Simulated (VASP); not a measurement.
# BC₅₃: convergence, hyperfine tensors

BC₅₃, defect, 54 atoms in the cell. PBE, hyperfine tensors; PAW potentials B, C (PBE set). VASP 6.6.1.

Wanted: isotropic part with core within 2 %; largest dipolar value within 2 %.

POSCAR:
```
BC53
1.0
    0.0000000000      5.3501100000      5.3501100000
    5.3501100000      0.0000000000      5.3501100000
    5.3501100000      5.3501100000      0.0000000000
B C
1 53
Direct
    0.2456501269      0.2514732782      0.2512918294
    0.2486515269      0.2493531867      0.5849910421
    0.2486165478      0.2493811836      0.9167829972
    0.2486084833      0.5852248652      0.2491200453
    0.2494368521      0.5836011470      0.5833657688
    0.2485672062      0.5851876710      0.9168391479
    0.2486085687      0.9170263353      0.2491152342
    0.2486049473      0.9170549395      0.5849940407
    0.2498232379      0.9168065155      0.9165400339
    0.5830245858      0.2497814199      0.2496577107
    0.5830338815      0.2499632395      0.5834032936
    0.5829603341      0.2497826032      0.9173872519
    0.5830100380      0.5835966987      0.2498206098
    0.5829655933      0.5835253456      0.5833804472
    0.5830037834      0.5833787920      0.9166656417
[... 26 lines left out ...]
    0.5011424268      0.4996709391      0.8329587496
    0.5012050573      0.8331542231      0.1659639108
    0.5011917052      0.8331149099      0.4995127993
    0.5011947327      0.8329283194      0.8328653305
    0.8354162157      0.1662035341      0.1660347882
    0.8350175675      0.1662139556      0.4992678385
    0.8354300041      0.1662168520      0.8321181146
    0.8350124796      0.4994898352      0.1660302549
    0.8349584177      0.4994720115      0.4992615258
    0.8343595469      0.4997339353      0.8328374064
    0.8354254986      0.8323160774      0.1660414228
    0.8344097231      0.8329534331      0.4996140283
    0.8344056622      0.8330049782      0.8328219591
```

The series start from ENCUT (eV): 500; k mesh: 3 × 3 × 3; EDIFF (eV): 1e-7; PREC: Accurate; LREAL: Auto; ALGO: Normal; Parallel layout: NCORE = 1. Each series keeps the choices made before it, and each single choice may use up half of a tolerance.

## ENCUT (eV)

| ENCUT (eV) | Isotropic part with core, largest deviation against the largest value | Largest dipolar value, largest deviation against the largest value | SCF iterations | Time (s) |
|---|---|---|---|---|
| 400 | 2.8 % | 2.1 % | 17 | 522 |
| 500 | 0.29 % | 0.044 % | 17 | 436 |
| 600 | 0.087 % | 0.15 % | 17 | 796 |
| 700 | 0.069 % | 0.074 % | 17 | 1095 |
| 800 (reference) | 0 % | 0 % | 17 | 924 |

## k mesh

| k mesh | Isotropic part with core, largest deviation against the largest value | Largest dipolar value, largest deviation against the largest value | SCF iterations | Time (s) |
|---|---|---|---|---|
| 2 × 2 × 2 | 35 % | 50 % | 17 | 247 |
| 3 × 3 × 3 (reference) | 0 % | 0 % | 17 | 436 |

## EDIFF (eV)

| EDIFF (eV) | Isotropic part with core, largest deviation against the largest value | Largest dipolar value, largest deviation against the largest value | SCF iterations | Time (s) |
|---|---|---|---|---|
| 0.0001 | 72 % | 0.21 % | 13 | 319 |
| 1e-5 | 1.1 % | 0.015 % | 15 | 398 |
| 1e-6 | 1.7 % | 0.015 % | 16 | 454 |
| 1e-7 | 0.87 % | 0.0074 % | 17 | 436 |
| 1e-8 (reference) | 0 % | 0 % | 20 | 558 |

## PREC

| PREC | Isotropic part with core, largest deviation against the largest value | Largest dipolar value, largest deviation against the largest value | SCF iterations | Time (s) |
|---|---|---|---|---|
| Accurate | 0 % | 0 % | 17 | 436 |
| Normal | 0.069 % | 0.015 % | 17 | 272 |

## LREAL

| LREAL | Isotropic part with core, largest deviation against the largest value | Largest dipolar value, largest deviation against the largest value | SCF iterations | Time (s) |
|---|---|---|---|---|
| Auto | 0 % | 0 % | 17 | 272 |
| On | 0.069 % | 0.015 % | 17 | 269 |

## ALGO

| ALGO | Isotropic part with core, largest deviation against the largest value | Largest dipolar value, largest deviation against the largest value | SCF iterations | Time (s) |
|---|---|---|---|---|
| Normal | 0 % | 0 % | 17 | 272 |
| Fast | 0.88 % | 0.0074 % | 18 | 236 |
| All | 1.3 % | 0.015 % | 19 | 292 |

## Parallel layout

| Parallel layout | Isotropic part with core, largest deviation against the largest value | Largest dipolar value, largest deviation against the largest value | SCF iterations | Time (s) |
|---|---|---|---|---|
| NCORE = 1 | 0 % | 0 % | 17 | 272 |
| NCORE = 2 | 0 % | 0 % | 17 | 272 |
| NCORE = 4 | 0 % | 0 % | 17 | 261 |

## Question

The rows run from the loosest to the tightest (no order: PREC, LREAL, ALGO, parallel layout). For each series: choose the loosest value from which every tighter one stays within half of the tolerance; where there is no order, keep the first row unless others stay within half of the tolerance and take at least 30 % less time, and then take the fastest.

## Answer

- ENCUT (eV): 500
- k mesh: 3 × 3 × 3, the tightest run, since the next looser one is off by more than half of the tolerance (convergence isn't shown beyond it)
- EDIFF (eV): 1e-7
- PREC: Normal
- LREAL: Auto
- ALGO: Normal
- Parallel layout: NCORE = 1

## All choices together

| Input | Isotropic part with core, largest deviation against the largest value | Largest dipolar value, largest deviation against the largest value | Time (s) |
|---|---|---|---|
| defaults, on a 2 × 2 × 2 mesh (naive) | 93 % | 63 % | 112 |
| chosen settings | 1.1 % | 0.052 % | 272 |
| reference settings throughout | 0 % | 0 % | 1345 |

The chosen settings stay within the tolerance of the reference run, but the reference itself isn't shown to be converged in: k mesh.

## The input

INCAR:
```
GGA      = PE             # functional
PREC     = Normal         # precision mode
ENCUT    = 500            # plane-wave cutoff, eV
EDIFF    = 1E-7           # SCF threshold, eV
LREAL    = Auto         
LASPH    = T              # aspherical terms in the spheres
ALGO     = Normal         # electronic algorithm
NELM     = 120            # most SCF steps
LWAVE    = F              # write WAVECAR
LCHARG   = F              # write CHGCAR
ISMEAR   = 0              # smearing method
SIGMA    = 0.02           # smearing width, eV
ISPIN    = 2              # spin polarisation
MAGMOM   = 0.2 0 0 0 0 0 0 0 0 0 0 0 0 0 0 0 0 0 0 0 0 0 0 0 0 0 0 0.2 0.2 0 0.2 0 0 0 0 0 0.2 0 0 0 0 0 0 0 0 0 0 0 0 0 0 0 0 0 # initial moments
LORBIT   = 11             # projections on sites
NUPDOWN  = 1              # fixed moment
LHYPERFINE= T            
NGYROMAG = 13.6630 10.7084
KPAR     = 4             
```

KPOINTS:
```
Automatic mesh
0
Gamma
  3 3 3
  0 0 0
```

Commands:
```
cat potpaw_PBE.64/B/POTCAR potpaw_PBE.64/C/POTCAR > POTCAR
mpirun -np 4 vasp_std > vasp.out
```

Limits: The C sites differ; a column by element shows the first atom in the POSCAR.

The chosen input took VASP 6.6.1 272 s on 4 cores (Intel Xeon 6975P-C (Granite Rapids)), a shared host.

## An input that fails: threshold far too loose

It runs to its end, but against the unchanged starting input it is off by 621 % in the isotropic part with core, 0.84 % in the largest dipolar value.

Changes against the starting input:
```
- EDIFF = 1e-07
+ EDIFF = 0.01
```
